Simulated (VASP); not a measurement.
```yaml
crystal:
  lattice:
    - [0.00000, 2.49920, 2.49920]
    - [2.49920, 0.00000, 2.49920]
    - [2.49920, 2.49920, 0.00000]
  atoms:
    - { symbol: Be, position: [0.00000, 0.00000, 0.00000] }
    - { symbol: Te, position: [0.25000, 0.25000, 0.25000] }
```

Computed with PBE GGA, VASP's PBE PAW potentials (set 64) (plane waves; VASP). Settings: 500 eV cut-off, 9×9×9 Γ-centred mesh, Gaussian smearing of 0.050 eV, potentials Be Te.

**Question.** Predict the energy per atom (σ→0), pressure.

**Answer.** 
```yaml
energy per atom (σ→0): -3.078 eV/atom
pressure: 44.90 GPa
```

Only differences to runs with the same potentials and settings are physical.

The compound is BeTe in the zinc blende structure. It was relaxed first under an external pressure of 45 GPa.
